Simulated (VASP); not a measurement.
Calculation: PBE GGA, VASP's PBE PAW potentials (set 64) (plane waves; VASP).

VASP ran on this input.

File KPOINTS:
```
kpoints
0
G
  4 4 4
```

**POSCAR**
```
ZnS
1
    0.0000000000     2.7050000000     2.7050000000
    2.7050000000     0.0000000000     2.7050000000
    2.7050000000     2.7050000000     0.0000000000
Zn S
1 1
Direct
  0.0000000000   0.0000000000   0.0000000000
  0.2500000000   0.2500000000   0.2500000000
```

### INCAR
```
SYSTEM = ZnS
PREC = Normal
ENCUT = 500
EDIFF = 1E-8
NELM = 1
ALGO = Exact
LREAL = .FALSE.
LASPH = .TRUE.
ISMEAR = 0
SIGMA = 0.01
GGA = PE
LWAVE = .TRUE.
LCHARG = .FALSE.
NBANDS = 64
LOPTICS = .TRUE.
```

POTCAR, in this order: Zn_sv_GW S_GW (PBE.64 set). Program: vasp_std. Read from the step before: WAVECAR.

The run wrote:

### OSZICAR
```
       N       E                     dE             d eps       ncg     rms          rms(c)
DIA:   1    -0.681788815019E+01   -0.68179E+01    0.00000E+00     0   0.000E+00
   1 F= -.68178882E+01 E0= -.68178882E+01  d E =0.000000E+00
 imaginary and real dielectric function
```

### OUTCAR
```


 plasma frequency squared (from intraband transitions) (eV^2)
  --------------------------------------------------------------------------------------
       0.000       0.000       0.000
       0.000       0.000       0.000
       0.000       0.000       0.000

 plasma frequency squared (from interband transitions, int dw w eps(2)(w)) (eV^2)
  --------------------------------------------------------------------------------------
     445.732       0.000      -0.000      -0.000      -0.000      -0.000
      -0.000       0.000     445.732       0.000      -0.000       0.000
      -0.000       0.000      -0.000      -0.000     445.732       0.000
```
(Selected blocks of OUTCAR.)

File OUTCAR:
```
 val. band max:        3.2215372030   @ k =   0.0000   0.0000   0.0000

 cond. band min:       5.3021129852   @ k =   0.0000   0.0000   0.0000



 k-point     1 :       0.0000    0.0000    0.0000
  band No.  band energies     occupation
      1    -121.6370      2.00000
      2     -75.8274      2.00000
      3     -75.8273      2.00000
      4     -75.8273      2.00000
      5      -9.8995      2.00000
      6      -3.1151      2.00000
      7      -3.1150      2.00000
      8      -3.1150      2.00000
      9      -2.6229      2.00000
     10      -2.6229      2.00000
     11       3.2215      2.00000
     12       3.2215      2.00000
     13       3.2215      2.00000
     14       5.3021      0.00000
     15       9.5769      0.00000
     16       9.5769      0.00000
     17       9.5770      0.00000
     18      14.8290      0.00000
     19      14.8290      0.00000
     20      15.0640      0.00000
     21      17.7364      0.00000
     22      17.7364      0.00000
     23      17.7364      0.00000
     24      20.8251      0.00000
     25      28.4836      0.00000
     26      28.4836      0.00000
     27      28.4836      0.00000
     28      31.2426      0.00000
     29      31.2426      0.00000
     30      31.2426      0.00000
     31      32.0300      0.00000
     32      32.0300      0.00000
     33      35.0813      0.00000
     34      35.0813      0.00000
     35      35.0813      0.00000
     36      42.7349      0.00000
     37      43.6670      0.00000
     38      43.6670      0.00000
     39      45.7208      0.00000
     40      45.7208      0.00000
     41      45.7208      0.00000
     42      47.5537      0.00000
     43      47.5537      0.00000
     44      47.5537      0.00000
     45      49.1646      0.00000
     46      50.4120      0.00000
     47      50.4120      0.00000
     48      50.4120      0.00000
     49      50.9196      0.00000
     50      50.9197      0.00000
     51      50.9197      0.00000
     52      52.1808      0.00000
...
```

The density is held fixed in this step, so its total energy and stress have no physical meaning.

The compound is ZnS in the zinc blende structure. The cell was not relaxed at this level. The k-mesh is coarse (spacing up to 0.50 per Å, 2π included), so the numbers may not be converged in it.
